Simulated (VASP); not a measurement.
# Lattice vibrations of ZrC

Aim: the phonon dispersion and thermal properties of ZrC. The start is a cell from a database of measured crystal structures.

Program: VASP 6.6.1. Level of theory: LDA; plane waves and PAW (Zr_sv, C). Results are calculated unless marked as measured.

The database entry behind the starting cell differs from later determinations by our own check (an axis about 0.7 % long against later determinations), so it need not match the best structure at ambient conditions.

## 1. Set-up

It takes space group Fm-3m (No. 225, cubic). Conventional cell: a = 4.730 Å, b = 4.730 Å, c = 4.730 Å, α = 90.00°, β = 90.00°, γ = 90.00°. Zr has 6 C at 2.37 Å nearest. Nearest to C lie 6 Zr at 2.37 Å. Farther neighbours are not listed.

Coordinates:

```xyz
2
Lattice="0.0000 2.3650 2.3650 2.3650 0.0000 2.3650 2.3650 2.3650 0.0000" Properties=species:S:1:pos:R:3 pbc="T T T"
Zr    2.3650    2.3650    2.3650
C     0.0000    0.0000    0.0000
```

## 2. Relax the host

The later steps need the crystal at this functional's own lattice; a raised cutoff keeps the stress reliable while the cell changes.

Input file INCAR:

```
SYSTEM = ZrC
PREC = Accurate
ENCUT = 520
EDIFF = 1E-06
NELM = 120
ISMEAR = 0
SIGMA = 0.05
LREAL = .FALSE.
ALGO = Normal
GGA = CA
NBANDS = 14
LASPH = .TRUE.
LORBIT = 11
LWAVE = .FALSE.
LCHARG = .FALSE.
KPAR = 4
IBRION = 2
NSW = 40
ISIF = 3
EDIFFG = -0.02
POTIM = 0.4
```

Input file POSCAR:

```
ZrC
1.0
    0.0000000000      2.3650000000      2.3650000000
    2.3650000000      0.0000000000      2.3650000000
    2.3650000000      2.3650000000      0.0000000000
Zr C
1 1
Direct
    0.5000000000      0.5000000000      0.5000000000
    0.0000000000      0.0000000000      0.0000000000
```

Input file KPOINTS:

```
Automatic mesh
0
Gamma
7 7 7
0 0 0
```

Potentials, in the order of the species: Zr_sv and C (LDA family, release 64).

Started as:

```
mpirun -np 4 vasp_std
```

What it wrote:

```text
[banner, memory and clock lines left out]
running    4 mpi-ranks, on    1 nodes
 distrk:  each k-point on    1 cores,    4 groups
 distr:  one band on    1 cores,    1 groups

 POSCAR found type information on POSCAR ZrC
 POSCAR found :  2 types and       2 ions
 LDA part: xc-table for (Slater(with rela. corr.)+CA(PZ))
 , standard interpolation
 POSCAR, INCAR and KPOINTS ok, starting setup
 FFT: planning ... GRIDC
 FFT: planning ... GRID_SOFT
 FFT: planning ... GRID
 WAVECAR not read
 entering main loop
       N       E                     dE             d eps       ncg     rms          rms(c)
DAV:   1     0.102249545539E+03    0.10225E+03   -0.88557E+03   560   0.116E+03
DAV:   2    -0.179289807839E+02   -0.12018E+03   -0.11076E+03   698   0.303E+02
DAV:   3    -0.245885993533E+02   -0.66596E+01   -0.66125E+01   912   0.608E+01
DAV:   4    -0.247187098118E+02   -0.13011E+00   -0.13010E+00   660   0.637E+00
DAV:   5    -0.247208194694E+02   -0.21097E-02   -0.21096E-02   786   0.635E-01    0.198E+01
DAV:   6    -0.214411315021E+02    0.32797E+01   -0.81973E+00   656   0.243E+01    0.700E+00
DAV:   7    -0.212539063811E+02    0.18723E+00   -0.58419E-01   632   0.667E+00    0.616E+00
DAV:   8    -0.212580586513E+02   -0.41523E-02   -0.39095E-01   662   0.458E+00    0.491E+00
DAV:   9    -0.212193057315E+02    0.38753E-01   -0.97706E-02   608   0.215E+00    0.244E-01
DAV:  10    -0.212196477607E+02   -0.34203E-03   -0.31060E-03   748   0.537E-01    0.390E-01
DAV:  11    -0.212194272997E+02    0.22046E-03   -0.85922E-04   638   0.238E-01    0.508E-02
DAV:  12    -0.212194220760E+02    0.52237E-05   -0.14377E-05   646   0.287E-02    0.115E-02
DAV:  13    -0.212194215096E+02    0.56632E-06   -0.14082E-06   558   0.814E-03
   1 F= -.21219422E+02 E0= -.21219021E+02  d E =-.212194E+02
 curvature:   0.00 expect dE= 0.000E+00 dE for cont linesearch  0.000E+00
 trial: gam= 0.00000 g(F)=  0.190E-58 g(S)=  0.227E+00 ort = 0.000E+00 (trialstep = 0.100E+01)
 search vector abs. value=  0.227E+00
 bond charge predicted
       N       E                     dE             d eps       ncg     rms          rms(c)
DAV:   1    -0.225750859227E+02   -0.13557E+01   -0.44365E+01   608   0.682E+01    0.164E+01
DAV:   2    -0.213492445480E+02    0.12258E+01   -0.21867E+00   616   0.173E+01    0.450E+00
DAV:   3    -0.211429483016E+02    0.20630E+00   -0.13057E+00   824   0.862E+00    0.192E+00
DAV:   4    -0.211703368163E+02   -0.27389E-01   -0.27492E-02   820   0.122E+00    0.131E+00
DAV:   5    -0.211945271633E+02   -0.24190E-01   -0.39025E-02   876   0.102E+00    0.156E-01
DAV:   6    -0.211952570253E+02   -0.72986E-03   -0.21253E-03   900   0.406E-01    0.146E-01
DAV:   7    -0.211952653571E+02   -0.83318E-05   -0.25519E-04   638   0.197E-01    0.243E-02
DAV:   8    -0.211952616833E+02    0.36738E-05   -0.11556E-05   614   0.361E-02    0.352E-03
DAV:   9    -0.211952614811E+02    0.20213E-06   -0.37935E-07   406   0.614E-03
   2 F= -.21195261E+02 E0= -.21194868E+02  d E =0.241600E-01
 trial-energy change:    0.024160  1 .order    0.033717   -0.227006    0.294439
 step:   0.4627(harm=  0.4353)  dis= 0.00000  next Energy=   -21.272883 (dE=-0.535E-01)
 bond charge predicted
       N       E                     dE             d eps       ncg     rms          rms(c)
DAV:   1    -0.216382310778E+02   -0.44297E+00   -0.12440E+01   614   0.375E+01    0.846E+00
DAV:   2    -0.213296815556E+02    0.30855E+00   -0.90657E-01   686   0.108E+01    0.246E+00
DAV:   3    -0.212597414999E+02    0.69940E-01   -0.29500E-01   840   0.409E+00    0.580E-01
DAV:   4    -0.212664499512E+02   -0.67085E-02   -0.15189E-02   908   0.911E-01    0.664E-01
DAV:   5    -0.212719801132E+02   -0.55302E-02   -0.26314E-03   922   0.331E-01    0.230E-01
DAV:   6    -0.212741049174E+02   -0.21248E-02   -0.39844E-03   890   0.380E-01    0.548E-02
DAV:   7    -0.212741335758E+02   -0.28658E-04   -0.48281E-05   578   0.715E-02    0.122E-02
DAV:   8    -0.212741363145E+02   -0.27387E-05   -0.33119E-06   812   0.165E-02    0.205E-03
DAV:   9    -0.212741365310E+02   -0.21651E-06   -0.23176E-07   316   0.542E-03
   3 F= -.21274137E+02 E0= -.21273743E+02  d E =-.547150E-01
 curvature:  -0.22 expect dE=-0.104E-04 dE for cont linesearch -0.104E-04
 trial: gam=-0.01434 g(F)=  0.230E-59 g(S)=  0.481E-04 ort = 0.330E-02 (trialstep = 0.893E+00)
 search vector abs. value=  0.103E-07
 reached required accuracy - stopping structural energy minimisation
```

Wall time 9.6 s (4 MPI ranks of AMD EPYC 7R43, shared host); peak memory 0.48 GiB.

The logs omit lines about the potential files and the build; timing stands in the text.

OUTCAR, selected parts (step 2):

```text
ion  position               nearest neighbor table
   1  0.500  0.500  0.500-   2 2.37   2 2.37   2 2.37   2 2.37   2 2.37   2 2.37
   2  0.000  0.000  0.000-   1 2.37   1 2.37   1 2.37   1 2.37   1 2.37   1 2.37

  LATTYP: Found a face centered cubic cell.
 ALAT       =     4.7300000000

 Subroutine GETGRP returns: Found 48 space group operations
 (whereof 48 operations were pure point group operations)

The static configuration has the point symmetry O_h .

 Found     20 irreducible k-points:

   k-points           NKPTS =     20   k-points in BZ     NKDIM =     20   number of bands    NBANDS=     14

   dimension x,y,z NGX =    28 NGY =   28 NGZ =   28
   dimension x,y,z NGXF=    56 NGYF=   56 NGZF=   56

   ENCUT  =  520.0 eV  38.22 Ry    6.18 a.u.   6.22  6.22  6.22*2*pi/ulx,y,z

   NELECT =      16.0000    total number of electrons

 k-points in reciprocal lattice and weights: Automatic mesh
   0.00000000  0.00000000  0.00000000       0.003
   0.14285714  0.00000000  0.00000000       0.023
   0.28571429  0.00000000  0.00000000       0.023
   0.42857143  0.00000000  0.00000000       0.023
   0.14285714  0.14285714  0.00000000       0.017
   0.28571429  0.14285714  0.00000000       0.070
   0.42857143  0.14285714  0.00000000       0.070
  -0.42857143  0.14285714  0.00000000       0.070
  -0.28571429  0.14285714  0.00000000       0.070
[...]
-0.42857143  0.42857143  0.14285714       0.070
  -0.28571429  0.42857143  0.14285714       0.070

 average (electrostatic) potential at core
       1 -72.4683       2 -47.9424

 E-fermi :   9.8614

 k-point     1 :       0.0000    0.0000    0.0000
  band No.  band energies     occupation
      1     -37.8200      2.00000
      2     -15.6540      2.00000
      3     -15.6540      2.00000
      4     -15.6540      2.00000
      5      -1.4125      2.00000
      6      10.8103      0.00000
      7      10.8103      0.00000
      8      10.8103      0.00000
      9      10.9010      0.00000
     10      10.9010      0.00000
    ...

 k-point     2 :       0.1429    0.0000    0.0000
  band No.  band energies     occupation
    ...
      4     -15.6712      2.00000
      5      -0.9300      2.00000
      6       8.7778      2.00000
      7       9.2065      2.00000
      8       9.2065      2.00000
      9      11.5426      0.00000
     10      11.5426      0.00000
     11      12.0432      0.00000
     12      14.7034      0.00000
     13      14.7034      0.00000
    ...

 k-point     3 :       0.2857    0.0000    0.0000
  band No.  band energies     occupation
    ...
      4     -15.7093      2.00000
      5       0.2765      2.00000
      6       6.5309      2.00000
      7       7.6978      2.00000
      8       7.6978      2.00000
      9      12.8178      0.00000
     10      12.8178      0.00000
     11      12.9821      0.00000
     12      17.5924      0.00000
     13      17.5924      0.00000
    ...

  Total       -0.0288199     -0.0288199     -0.0288199      0.0000000     -0.0000000      0.0000000
  in kB       -1.8412837     -1.8412837     -1.8412837      0.0000000     -0.0000000      0.0000000
  external PRESSURE =      -1.8412837 kB  Pullay stress =       0.0000000 kB

  energy-cutoff  :      520.00
  volume of cell :       25.08
      direct lattice vectors                 reciprocal lattice vectors
    -0.000000000  2.323186873  2.323186873    -0.215221602  0.215221602  0.215221602
     2.323186873 -0.000000000  2.323186873     0.215221602 -0.215221602  0.215221602
     2.323186873  2.323186873 -0.000000000     0.215221602  0.215221602 -0.215221602

 POSITION                                       TOTAL-FORCE (eV/Angst)
 -----------------------------------------------------------------------------------
      2.32319      2.32319      2.32319         0.000000     -0.000000      0.000000
      0.00000      0.00000     -0.00000        -0.000000      0.000000     -0.000000
 -----------------------------------------------------------------------------------
    total drift:                                0.000000      0.000000      0.000000

  FREE ENERGIE OF THE ION-ELECTRON SYSTEM (eV)
  ---------------------------------------------------
  free  energy   TOTEN  =       -21.2741365310 eV

  energy  without entropy=      -21.2733503965  energy(sigma->0) =      -21.27374346

 reached required accuracy - stopping structural energy minimisation

 total charge
# of ion       s       p       d       tot
------------------------------------------
    1        2.184   6.053   1.700   9.937
    2        0.880   1.493   0.000   2.373
--------------------------------------------------
tot          3.064   7.546   1.700  12.310

[... 3 further parts left out ...]
```

The k-mesh is coarse for a metal. The run keeps the 48 symmetry operations of its start, so it cannot find a distortion of lower symmetry.

Step by step:

```tsv
step	energy less that of the first step (eV)	largest force (eV/Å)	pressure (GPa)	volume (Å³)
1	0.0000	0.0000	-11.99	26.46
2	0.0242	0.0000	17.48	23.54
3	-0.0547	0.0000	-0.18	25.08
```

```tsv
conventional cell, symmetrised	before	after	change
a (Å)	4.730	4.646	-1.8 %
b (Å)	4.730	4.646	-1.8 %
c (Å)	4.730	4.646	-1.8 %
volume (Å³/atom)	13.23	12.54	-5.2 %
```

Final coordinates:

```xyz
2
Lattice="0.0000 2.3232 2.3232 2.3232 0.0000 2.3232 2.3232 2.3232 0.0000" Properties=species:S:1:pos:R:3 pbc="T T T"
Zr    2.3232    2.3232    2.3232
C     0.0000    0.0000    0.0000
```

Numbers from this step:

- electronic cycles: 31
- electrons: 16
- free energy (TOTEN): -21.27 eV
- energy at zero smearing: -21.27 eV
- Fermi energy: 9.861 eV
- pressure: -0.1841 GPa
- labelled metallic, from the levels on this mesh: yes

The run ended after 3 ionic steps, 0.055 eV below its first step, once forces and stress met EDIFFG = -0.02.

## 3. Relax the host again, on a new basis

The volume changed by more than 5 %, so the plane waves of the start no longer fit; a second relaxation removes that error.

INCAR: that of step 2 with these lines changed.

```diff
@@ -17,3 +17,3 @@
 IBRION = 2
-NSW = 40
+NSW = 30
 ISIF = 3
```

Input file POSCAR:

```
ZrC
1.0
    0.0000000000      2.3231868732      2.3231868732
    2.3231868732      0.0000000000      2.3231868732
    2.3231868732      2.3231868732      0.0000000000
Zr C
1 1
Direct
    0.5000000000      0.5000000000      0.5000000000
    0.0000000000      0.0000000000      0.0000000000
```

KPOINTS is that of step 2.

Started as:

```
mpirun -np 4 vasp_std
```

What it wrote:

```text
[... set-up lines as in an earlier step ...]
 entering main loop
       N       E                     dE             d eps       ncg     rms          rms(c)
DAV:   1     0.105478460076E+03    0.10548E+03   -0.88060E+03   560   0.117E+03
DAV:   2    -0.180456119141E+02   -0.12352E+03   -0.11470E+03   728   0.306E+02
DAV:   3    -0.246438633960E+02   -0.65983E+01   -0.65620E+01   934   0.606E+01
DAV:   4    -0.247067999245E+02   -0.62937E-01   -0.62905E-01   672   0.527E+00
DAV:   5    -0.247081502721E+02   -0.13503E-02   -0.13503E-02   770   0.485E-01    0.220E+01
DAV:   6    -0.214293148788E+02    0.32788E+01   -0.77844E+00   676   0.244E+01    0.797E+00
DAV:   7    -0.212996786276E+02    0.12964E+00   -0.65426E-01   608   0.649E+00    0.691E+00
DAV:   8    -0.213085353775E+02   -0.88567E-02   -0.34600E-01   686   0.420E+00    0.503E+00
DAV:   9    -0.212730512072E+02    0.35484E-01   -0.85701E-02   626   0.192E+00    0.266E-01
DAV:  10    -0.212736430392E+02   -0.59183E-03   -0.48569E-03   698   0.653E-01    0.638E-01
DAV:  11    -0.212731854010E+02    0.45764E-03   -0.15210E-03   638   0.320E-01    0.552E-02
DAV:  12    -0.212731807128E+02    0.46882E-05   -0.22418E-05   674   0.372E-02    0.165E-02
DAV:  13    -0.212731795920E+02    0.11209E-05   -0.27924E-06   608   0.113E-02    0.356E-03
DAV:  14    -0.212731795836E+02    0.83292E-08   -0.68006E-08   328   0.199E-03
   1 F= -.21273180E+02 E0= -.21272787E+02  d E =-.212732E+02
 curvature:   0.00 expect dE= 0.000E+00 dE for cont linesearch  0.000E+00
 trial: gam= 0.00000 g(F)=  0.120E-59 g(S)=  0.329E-04 ort = 0.000E+00 (trialstep = 0.100E+01)
 search vector abs. value=  0.329E-04
 reached required accuracy - stopping structural energy minimisation
```

Wall time 3.6 s (4 MPI ranks); peak memory 0.36 GiB; 11 s of CPU time.

From OUTCAR (step 3):

```text
  LATTYP: Found a face centered cubic cell.
 ALAT       =     4.6463737464

The static configuration has the point symmetry O_h .

 Found     20 irreducible k-points:

   dimension x,y,z NGX =    24 NGY =   24 NGZ =   24
   dimension x,y,z NGXF=    48 NGYF=   48 NGZF=   48

   ENCUT  =  520.0 eV  38.22 Ry    6.18 a.u.   6.11  6.11  6.11*2*pi/ulx,y,z

   NELECT =      16.0000    total number of electrons

 E-fermi :   9.8614

 k-point     1 :       0.0000    0.0000    0.0000
  band No.  band energies     occupation
      1     -37.8199      2.00000
      2     -15.6538      2.00000
      3     -15.6538      2.00000
      4     -15.6538      2.00000
      5      -1.4122      2.00000
      6      10.8104      0.00000
      7      10.8104      0.00000
      8      10.8104      0.00000
      9      10.9011      0.00000
     10      10.9011      0.00000
    ...

 k-point     2 :       0.1429    0.0000    0.0000
  band No.  band energies     occupation
    ...
      4     -15.6710      2.00000
      5      -0.9299      2.00000
      6       8.7778      2.00000
      7       9.2066      2.00000
      8       9.2066      2.00000
      9      11.5427      0.00000
     10      11.5427      0.00000
     11      12.0433      0.00000
     12      14.7035      0.00000
     13      14.7035      0.00000
    ...

  Total       -0.0238557     -0.0238557     -0.0238557     -0.0000000      0.0000000     -0.0000000
  in kB       -1.5241247     -1.5241247     -1.5241247     -0.0000000      0.0000000     -0.0000000
  external PRESSURE =      -1.5241247 kB  Pullay stress =       0.0000000 kB

  energy-cutoff  :      520.00
  volume of cell :       25.08
      direct lattice vectors                 reciprocal lattice vectors
     0.000000000  2.323186873  2.323186873    -0.215221602  0.215221602  0.215221602
     2.323186873  0.000000000  2.323186873     0.215221602 -0.215221602  0.215221602
     2.323186873  2.323186873  0.000000000     0.215221602  0.215221602 -0.215221602

 POSITION                                       TOTAL-FORCE (eV/Angst)
 -----------------------------------------------------------------------------------
      2.32319      2.32319      2.32319        -0.000000      0.000000      0.000000
      0.00000      0.00000      0.00000         0.000000     -0.000000     -0.000000
 -----------------------------------------------------------------------------------
    total drift:                                0.000000     -0.000000      0.000000

  FREE ENERGIE OF THE ION-ELECTRON SYSTEM (eV)
  ---------------------------------------------------
  free  energy   TOTEN  =       -21.2731795836 eV

  energy  without entropy=      -21.2723934491  energy(sigma->0) =      -21.27278652

 total charge
# of ion       s       p       d       tot
------------------------------------------
    1        2.184   6.052   1.700   9.936
    2        0.880   1.493   0.000   2.374
--------------------------------------------------
tot          3.065   7.546   1.700  12.310

[... 4 parts as in an earlier step ...]

[... 6 further parts left out ...]
```

CONTCAR:

```
ZrC
   1.00000000000000
     0.0000000000000000    2.3231868732000001    2.3231868732000001
     2.3231868732000001    0.0000000000000000    2.3231868732000001
     2.3231868732000001    2.3231868732000001    0.0000000000000000
  Zr              C
     1     1
Direct
     0.5000000000000000    0.5000000000000000    0.5000000000000000
     0.0000000000000000    0.0000000000000000    0.0000000000000000
```

Little changed from the start: no atom moved by 0.005 Å and no cell edge by 0.1 %.

Numbers from this step:

| Property | Result |
| --- | --- |
| electronic cycles | 14 |
| pressure | -0.1524 GPa |

The start already met the threshold, so nothing moved.

(Continued in part 2 of 3.)

[Lines on the potential files, build, host, timing and source positions are cut from VASP's logs without a mark.]

[Logs are printed without paths, hosts, clocks, repeated set-up lines and the standing remarks that a program may print on its own settings, such as how far it seeks lower states.]

[Hosts, paths, dates, database ids (printed as entryN), source tags and the programs' standing remarks are cut or masked in the printed files.]

[Runs that stopped without an error message from VASP are left out.]
